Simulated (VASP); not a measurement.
Crystal: BPd4.

```
CELL_PARAMETERS angstrom
2.89203 0.00000 0.00000
0.00000 4.36501 0.00000
0.00000 0.00000 5.85632
ATOMIC_POSITIONS crystal
Pd 0.50000 0.00000 0.19758
Pd 0.00000 0.00000 0.61947
Pd 0.00000 0.50000 0.32916
Pd 0.50000 0.50000 0.86756
B 0.50000 0.00000 0.86323
```

The cell comes from a database or a generator and needn't be the stable form of this composition.

Base run:

```yaml
Program: VASP 6.6.1
Functional: PBEsol
Potentials_or_basis: VASP PAW PBE potentials, release 64 (Pd, B)
Cutoff: 520 eV
k_mesh: 7 × 5 × 4
Occupations: fermi-dirac, width 0.05 eV
Spin: no spin polarisation
```

Its results: pressure -8.5 GPa; largest force 0.144 eV/Å.

**Question.** After a change of settings the same cell gave: pressure -1.2 GPa; largest force 0.195 eV/Å. Which change was it?
A. functional from PBEsol to AM05
B. functional from PBEsol to BLYP
C. functional from PBEsol to TPSS; further incar settings from ALGO = Fast; EDIFF = 1e-06; NBANDS = 30 to ALGO = Normal; EDIFF = 1e-06; NBANDS = 30
D. functional from PBEsol to PBE

**Answer.** D.

PBE binds less tightly than PBEsol, so the same cell stands under more pressure.

Caveats: the PAW data sets were made with another functional, which shifts forces and pressure a little (some runs).
